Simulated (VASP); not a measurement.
Calculation: rev-vdW-DF2, VASP's PBE PAW potentials (set 64) (plane waves; VASP 6.6.1).

Input for VASP

### KPOINTS
```
Automatic mesh
0
Gamma
8 8 2
0 0 0
```

POSCAR:
```
MoTe2
3.5350930
  0.5000000237  -0.8660253242   0.0000000000
  0.5000000237   0.8660253242   0.0000000000
  0.0000000000   0.0000000000   3.9703601701
Te Mo
4 2
direct
  0.3333330000   0.6666670000   0.8793472275
  0.6666670000   0.3333330000   0.3793472275
  0.6666670000   0.3333330000   0.1206527725
  0.3333330000   0.6666670000   0.6206527725
  0.3333330000   0.6666670000   0.2500000000
  0.6666670000   0.3333330000   0.7500000000
```

### INCAR
```
LMAXMIX = 4   # l cut-off of mixed one-centre charges
NELM = 100   # most electronic steps
ENCUT = 520
ZAB_VDW = -1.8867
LORBIT = 11
PARAM1 = 0.1234568
SYSTEM = MoTe2
ISMEAR = -5   # tetrahedra, Bloechl
LWAVE = .False.
AGGAC = 0.0
ALGO = Normal   # blocked Davidson
EDIFF = 1E-7   # SCF stop (eV)
LCHARG = .True.
NEDOS = 601   # DOS grid
LREAL = .False.   # projection in real space or not
LUSE_VDW = .True.
LASPH = .True.
GGA = MK
ISIF = 2   # forces and stress, cell fixed
LEFG = .True.
PREC = Accurate
PARAM2 = 0.7114
```

POTCAR, in this order: Te Mo_sv (PBE.64 set). Program: vasp_std.

Task: Predict the energy per atom (σ→0).

Result: 
```
Quantity                       Result
---------------------  --------------
energy per atom (σ→0)  -4.055 eV/atom
```

File OSZICAR:
```
...
DAV:  12    -0.243313526427E+02    0.64518E-04   -0.19763E-04  1408   0.755E-02    0.144E-01
DAV:  13    -0.243313206531E+02    0.31990E-04   -0.11965E-04  1631   0.572E-02    0.622E-02
DAV:  14    -0.243313207810E+02   -0.12792E-06   -0.44350E-06  1460   0.958E-03    0.480E-02
DAV:  15    -0.243313193079E+02    0.14731E-05   -0.17514E-06  1650   0.680E-03    0.255E-02
DAV:  16    -0.243313185394E+02    0.76845E-06   -0.13329E-06  1442   0.520E-03    0.106E-02
DAV:  17    -0.243313183498E+02    0.18959E-06   -0.33769E-07  1196   0.265E-03    0.162E-03
DAV:  18    -0.243313183427E+02    0.71832E-08   -0.46780E-08   872   0.102E-03
   1 F= -.24331318E+02 E0= -.24331318E+02  d E =0.000000E+00
```

The compound is MoTe2 in the 2H layered structure. It was relaxed first.
